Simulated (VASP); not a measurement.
The system is CrCo.

```
Cr Co
1.0
     0.00000    2.32506    2.32506
     2.32506    0.00000    2.32506
     2.32506    2.32506    0.00000
Cr Co
1 1
Direct
  0.75000 0.75000 0.75000
  0.00000 0.00000 0.00000
```

The cell was built by a generator and needn't be a form met in nature.

```yaml
Program: VASP 6.6.1
Task: relaxation of cell and atoms
Functional: TPSS
Potentials_or_basis: VASP PAW PBE potentials, release 64 (Cr_pv, Co)
Cutoff: 600 eV
k_mesh: 10 × 10 × 10
Occupations: methfessel-paxton, width 0.1 eV
Spin: collinear spin, ferromagnetic start
Starting_moments: "[3.0, 2.0] μB"
```

At the start: pressure 44.6 GPa; volume 12.57 Å³/atom.

How do energy, volume and symmetry change on relaxing?

Over 6 steps the energy falls by 330.2 meV/atom and the volume is 15.46 Å³/atom (+23.0 %); space group F-43m (No. 216, to 0.05 Å); moment 1.03 μB per cell.

The path:
```
step  energy change (eV)  largest force (eV/Å)  pressure (GPa)  volume (Å³)
   1              0.0000                0.0000           44.61        25.14
   2             -0.1395                0.0000          -11.98        40.14
   3             -0.6597                0.0000           -1.02        31.23
   4             -0.6605                0.0000           -0.28        31.05
   5             -0.6605                0.0000            0.25        30.93
   6             -0.6605                0.0000            0.06        30.93
```

Final structure:
```xyz
2
Lattice="0.0000 2.4914 2.4914 2.4914 0.0000 2.4914 2.4914 2.4914 0.0000" Properties=species:S:1:pos:R:3 pbc="T T T"
Cr    3.7371    3.7371    3.7371
Co    4.9828    4.9828    4.9828
```

Caveat: the volume moved by over 15 % at a fixed basis, so the end points are rough; the PAW data sets were made with another functional, which shifts forces and pressure a little.
